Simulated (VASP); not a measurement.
Consider the following.

```
CELL_PARAMETERS angstrom
      2.73933     0.00000     0.00000
     -1.36966     2.37233     0.00000
      0.00000     0.00000     4.15193
ATOMIC_POSITIONS crystal
  Li 0.00000 0.00000 0.00000
  Pd 0.33333 0.66667 0.50000
```

The numbers are results of PBEsol GGA, VASP's PBE PAW potentials (set 64) (plane waves; VASP), not measurements. Settings: 520 eV cut-off, Gaussian smearing of 0.050 eV, potentials Li_sv Pd.

Give the energies of bands 2 to 8 at the high-symmetry points, in eV from the Fermi level.

```csv
band,Γ,M,K,A,L,H
2,-6.09,-4.81,-3.10,-5.72,-4.77,-3.38
3,-4.02,-3.87,-2.94,-2.77,-4.08,-3.02
4,-2.64,-2.90,-2.90,-2.63,-1.72,-2.97
5,-2.64,-1.56,-2.88,-2.63,-1.68,-2.75
6,-1.06,0.06,-2.61,-2.21,0.06,-1.68
7,-1.06,0.78,3.23,-1.11,1.37,2.98
8,1.03,3.71,3.92,-1.11,1.75,5.51
```

It has no gap at this level: it comes out as a metal or semimetal.

The structure comes from a computed database's LiPd entry (P-6m2); how it stands against other phases isn't given here. It was relaxed first. The electron count is odd and the run is not spin-polarised, which forces a metal.
